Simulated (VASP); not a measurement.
Energy against volume of CdS (zinc blende). Calculation: vdW-DF2, VASP's PBE PAW potentials (set 64) (plane waves; VASP). Run with 520 eV cut-off, 8×8×8 Γ-centred mesh, Gaussian smearing of 0.050 eV, potentials Cd S.

```
V (Å³/atom)  E (eV/atom)
-----------  -----------
26.385          -0.51731
27.227          -0.52984
28.069          -0.53376
28.912          -0.53039
```

Q: Fit these four points and predict the energy of the run at 29.754 Å³/atom.

A: A cubic in V^(−2/3), the third-order Birch-Murnaghan form, passes through the four points with V0 = 28.08 Å³/atom and B0 = 46 GPa, and gives -0.5209 eV/atom there. The run gave -0.5208 eV/atom, +0.0 meV/atom from the fit; all five points give B0 = 46 GPa.

The compound is CdS in the zinc blende structure, a metastable form; wurtzite is the usual one. It was relaxed first, which changed the volume by +14 %.
